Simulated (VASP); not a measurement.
A convergence study with VASP on NiSi2 (fluorite): a few settings are varied, all else stays as given below, so the limit is that of these other settings. The cell's lengths are 1 % over those of the tabulated start and one atom is moved, so it is off equilibrium.

```xyz
3
Lattice="0.0000 2.7321 2.7321 2.7321 0.0000 2.7321 2.7321 2.7321 0.0000" Properties=species:S:1:pos:R:3 pbc="T T T"
Si     1.3660     1.3660     1.3660
Si     4.0981     4.0981     4.0981
Ni     0.0606     0.0000     0.0000
```

Calculation: LDA (Ceperley-Alder, Perdew-Zunger), VASP's LDA PAW potentials (set 64) (plane waves; VASP 6.6.1). The last row used: 900 eV cut-off, 8×8×8 Γ-centred mesh, first-order Methfessel-Paxton smearing of 0.10 eV, potentials Si Ni_pv.

Energies of different potentials or hybrids have different zeros.

| setting | E (eV/atom) | pressure (GPa) | largest force (eV/Å) | plane waves |
|---|---|---|---|---|
| ENCUT = 520, POTCAR Si Ni | -6.6017 | -8.28 | 0.489 | 1121 |
| ENCUT = 700, POTCAR Si Ni | -6.6018 | -8.29 | 0.488 | 1732 |
| ENCUT = 900, POTCAR Si Ni | -6.6018 | -8.30 | 0.488 | 2541 |
| ENCUT = 300, POTCAR Si_GW Ni | -6.6044 | -8.52 | 0.488 | 531 |
| ENCUT = 400, POTCAR Si_GW Ni | -6.6037 | -8.47 | 0.489 | 754 |
| ENCUT = 520, POTCAR Si_GW Ni | -6.6031 | -8.35 | 0.489 | 1121 |
| ENCUT = 700, POTCAR Si_GW Ni | -6.6032 | -8.35 | 0.489 | 1732 |
| ENCUT = 900, POTCAR Si_GW Ni | -6.6032 | -8.35 | 0.489 | 2541 |
| ENCUT = 300, POTCAR Si_sv_GW Ni | 39.0434 | -3777.88 | 0.315 | 531 |
| ENCUT = 400, POTCAR Si_sv_GW Ni | -4.3155 | -338.72 | 0.478 | 754 |
| ENCUT = 520, POTCAR Si_sv_GW Ni | -6.5232 | -37.03 | 0.487 | 1121 |
| ENCUT = 700, POTCAR Si_sv_GW Ni | -6.5920 | -8.92 | 0.487 | 1732 |
| ENCUT = 900, POTCAR Si_sv_GW Ni | -6.5935 | -9.24 | 0.487 | 2541 |
| ENCUT = 300, POTCAR Si Ni_pv | -6.4617 | -52.70 | 0.494 | 531 |
| ENCUT = 400, POTCAR Si Ni_pv | -6.6121 | -9.11 | 0.491 | 754 |
| ENCUT = 520, POTCAR Si Ni_pv | -6.6106 | -9.03 | 0.491 | 1121 |
| ENCUT = 700, POTCAR Si Ni_pv | -6.6100 | -8.37 | 0.492 | 1732 |
| ENCUT = 900, POTCAR Si Ni_pv | -6.6098 | -8.38 | 0.492 | 2541 |

Left out are rungs that failed or repeat a setting and relaxations that didn't move; long series are thinned to 24 rows.

The compound is NiSi2 in the fluorite structure. The cell was not relaxed at this level, it is distorted from the ideal structure. The run is not spin-polarised, so no magnetic state was tried.
